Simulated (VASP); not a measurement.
C2SH2, 5 atoms in the cell. The cell holds a molecule in a box, 5 atoms: a = 14.000 Å, b = 11.000 Å, c = 10.000 Å, α = 90.00°, β = 90.00°, γ = 90.00°.  The cell isn't the ideal one: atoms moved at random, drawn with an rms of 0.02 Å.

```yaml
Program: VASP 6.6.1
Task: relaxation of the atoms
Functional: PBE
Potentials_or_basis: VASP PAW PBE potentials, release 64 (C, S, H)
Cutoff: 520 eV
k_mesh: 1 × 1 × 1
Occupations: gaussian, width 0.01 eV
Spin: no spin polarisation
Further_INCAR_settings: ALGO = Normal; EDIFF = 1e-06; IBRION = 2; EDIFFG = -0.01; NSW = 60
```

Potentials or basis: VASP PAW PBE potentials, release 64 (C, S, H).

Command:

```sh
$ cat potpaw_PBE.64/C/POTCAR potpaw_PBE.64/S/POTCAR potpaw_PBE.64/H/POTCAR > POTCAR
$ mpirun -np 1 vasp_gam > vasp.out
```

Hardware: 1 thread of Intel(R) Xeon(R) 6975P-C (Granite Rapids), on a shared host.

**Question.** Estimate the wall time of this run.

**Answer.** Run time: 22 min on 1 thread of Intel(R) Xeon(R) 6975P-C (Granite Rapids), on a shared host, peak memory 1.4 GiB. Counts: scf iterations 212, k points 1, ion steps 43.
